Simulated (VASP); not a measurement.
Given:

```xyz
3
Lattice="3.0731 0.0000 0.0000 -1.5366 2.6614 0.0000 0.0000 0.0000 4.9109" Properties=species:S:1:pos:R:3 pbc="T T T"
Ta     1.5366     0.8871     3.6434
Ta     0.0000     1.7743     1.2675
N      0.0000     0.0000     0.0000
```

Level of theory: r2SCAN meta-GGA, VASP's PBE PAW potentials (set 64) (plane waves; VASP). Numerical set-up: 520 eV cut-off, 13×13×7 Γ-centred mesh, tetrahedra with Blöchl corrections, potentials Ta_pv N.

Problem. Give the energies of bands 9 to 16 at the high-symmetry points, in eV from the Fermi level.

Solution. 
```json
[
 {"band": "9", "Γ": "-6.25", "M": "-7.05", "K": "-7.76", "A": "-6.44", "L": "-7.18", "H": "-8.09"},
 {"band": "10", "Γ": "-6.25", "M": "-6.66", "K": "-6.66", "A": "-6.44", "L": "-6.38", "H": "-6.82"},
 {"band": "11", "Γ": "-5.49", "M": "-4.85", "K": "-3.62", "A": "-3.37", "L": "-3.51", "H": "-2.86"},
 {"band": "12", "Γ": "-0.84", "M": "-2.93", "K": "-2.95", "A": "-2.99", "L": "-2.48", "H": "-2.21"},
 {"band": "13", "Γ": "-0.23", "M": "-1.55", "K": "-2.95", "A": "-1.04", "L": "-2.28", "H": "-2.21"},
 {"band": "14", "Γ": "-0.23", "M": "1.51", "K": "1.40", "A": "-1.04", "L": "-0.65", "H": "0.82"},
 {"band": "15", "Γ": "0.06", "M": "2.15", "K": "1.40", "A": "1.73", "L": "0.70", "H": "1.02"},
 {"band": "16", "Γ": "0.54", "M": "4.16", "K": "2.94", "A": "2.39", "L": "3.75", "H": "1.02"}
]
```

It has no gap at this level: it comes out as a metal or semimetal.

The structure comes from a computed database's Ta2N entry (P-3m1); how it stands against other phases isn't given here. It was relaxed first. The electron count is odd and the run is not spin-polarised, which forces a metal.
